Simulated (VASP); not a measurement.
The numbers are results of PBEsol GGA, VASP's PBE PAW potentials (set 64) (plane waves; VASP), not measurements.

VASP ran on this input.

### POSCAR
```
Pt3Rh
7.7680490
  0.0010417308   0.5000000126   0.4988195557
  0.5000000126   0.0010417308   0.4988195557
  0.2505208717   0.2505208717   0.0000000000
Rh Pt
1 3
Cartesian
  0.0000000000   0.0000000000   0.0000000000
  0.2500000063   0.0005208654   0.2494097779
  0.0005208654   0.2500000063   0.2494097779
  0.2505208717   0.2505208717   0.4988195557
```

KPOINTS:
```
Automatic mesh
0
Gamma
8 8 15
0 0 0
```

### INCAR
```
# general
SYSTEM   =  Pt3Rh
PREC     =  Accurate
ENCUT    =  400
LREAL    =  .False.   # projection in real space or not
LASPH    =  .True.   # aspherical one-centre terms

# electronic loop
EDIFF    =  1E-7   # SCF stop (eV)
NELM     =  100
ALGO     =  Normal   # blocked Davidson
LMAXMIX  =  6

# smearing
ISMEAR   =  -5   # tetrahedra, Bloechl

# functional
GGA      =  PS

# ions
ISIF     =  2

# output
LWAVE    =  .False.
LCHARG   =  .True.
LORBIT   =  11
NEDOS    =  601

# other
LEFG     =  .True.
```

POTCAR, in this order: Rh_pv Pt (PBE.64 set). Program: vasp_std.

Output

**OSZICAR**
```
       N       E                     dE             d eps       ncg     rms          rms(c)
DAV:   1     0.290666235655E+03    0.29067E+03   -0.21403E+04 16518   0.135E+03
DAV:   2    -0.211263220797E+02   -0.31179E+03   -0.30199E+03 16442   0.367E+02
DAV:   3    -0.310723038220E+02   -0.99460E+01   -0.94654E+01 16155   0.640E+01
DAV:   4    -0.312173964444E+02   -0.14509E+00   -0.14388E+00 15785   0.751E+00
DAV:   5    -0.312199210305E+02   -0.25246E-02   -0.25405E-02 15993   0.993E-01    0.258E+01
DAV:   6    -0.303688053959E+02    0.85112E+00   -0.12369E+01 16131   0.246E+01    0.190E+01
DAV:   7    -0.301261616936E+02    0.24264E+00   -0.21902E+01 15789   0.284E+01    0.127E+01
DAV:   8    -0.290451917880E+02    0.10810E+01   -0.47987E+00 16044   0.172E+01    0.395E+00
DAV:   9    -0.290544604851E+02   -0.92687E-02   -0.34189E-01 15792   0.462E+00    0.276E+00
DAV:  10    -0.290304000227E+02    0.24060E-01   -0.12172E-01 15669   0.304E+00    0.132E+00
DAV:  11    -0.290297141896E+02    0.68583E-03   -0.18597E-02 15734   0.906E-01    0.239E-01
DAV:  12    -0.290286487856E+02    0.10654E-02   -0.13304E-03 15785   0.281E-01    0.134E-01
DAV:  13    -0.290289150620E+02   -0.26628E-03   -0.12871E-04 16023   0.887E-02    0.383E-02
DAV:  14    -0.290288302392E+02    0.84823E-04   -0.11998E-05 15705   0.285E-02    0.877E-03
DAV:  15    -0.290288357700E+02   -0.55308E-05   -0.18647E-06 16196   0.975E-03    0.165E-03
DAV:  16    -0.290288297058E+02    0.60642E-05   -0.14285E-07  7689   0.275E-03    0.589E-04
DAV:  17    -0.290288309306E+02   -0.12249E-05   -0.10793E-08  7512   0.827E-04    0.258E-04
DAV:  18    -0.290288309181E+02    0.12575E-07   -0.11461E-09  7464   0.220E-04
   1 F= -.29028831E+02 E0= -.29028831E+02  d E =0.000000E+00
```

**OUTCAR**
```
------------------------ aborting loop because EDIFF is reached ----------------------------------------
  FORCE on cell =-STRESS in cart. coord.  units (eV):
  Direction    XX          YY          ZZ          XY          YZ          ZX
  --------------------------------------------------------------------------------------
  Total        0.0117490      0.0117490      0.1473642     -0.1113616      0.0000000     -0.0000000
  in kB        0.3220293      0.3220293      4.0391056     -3.0523090      0.0000000     -0.0000000
  external PRESSURE =       1.5610547 kB  Pullay stress =       0.0000000 kB
  volume of cell :       58.45
      direct lattice vectors                 reciprocal lattice vectors
     0.008092216  3.884024598  3.874854751    -0.129001218  0.129001218  0.129037095
     3.884024598  0.008092216  3.874854751     0.129001218 -0.129001218  0.129037095
     1.946058407  1.946058407  0.000000000     0.256929596  0.256929596 -0.258074190
 POSITION                                       TOTAL-FORCE (eV/Angst)
 -----------------------------------------------------------------------------------
      0.00000      0.00000      0.00000         0.000000      0.000000      0.000000
      1.94201      0.00405      1.93743         0.000000      0.000000      0.000000
      0.00405      1.94201      1.93743        -0.000000     -0.000000      0.000000
      1.94606      1.94606      3.87485         0.000000      0.000000     -0.000000
 -----------------------------------------------------------------------------------
    total drift:                               -0.000000     -0.000000      0.000000
  FREE ENERGIE OF THE ION-ELECTRON SYSTEM (eV)
  ---------------------------------------------------
  free  energy   TOTEN  =       -29.0288309181 eV

  energy  without entropy=      -29.0288309181  energy(sigma->0) =      -29.02883092

 total charge

# of ion       s       p       d       tot
------------------------------------------
    1        0.358   6.275   7.086  13.719
    2        0.666   0.652   8.020   9.338
    3        0.666   0.652   8.020   9.338
    4        0.656   0.656   8.036   9.348
--------------------------------------------------
tot          2.346   8.236  31.161  41.743

 Electric field gradients after diagonalization (V/A^2)
 (convention: |V_zz| > |V_xx| > |V_yy|)
----------------------------------------------------------------------
 ion       V_xx      V_yy      V_zz     asymmetry (V_yy - V_xx)/ V_zz
----------------------------------------------------------------------
   1      -8.266    -3.739    12.005       0.377
   2     -40.182    -2.700    42.882       0.874
   3     -40.182    -2.700    42.882       0.874
   4     -21.500   -14.294    35.794       0.201
```
(Selected blocks of OUTCAR.)

For a metal the tetrahedron method with Blöchl corrections gives inexact stress and forces.

The structure was generated: Pt3Rh was put into an ordered model structure (Cmmm), which need not be its known phase. It was relaxed first. The electron count is odd and the run is not spin-polarised, which forces a metal.
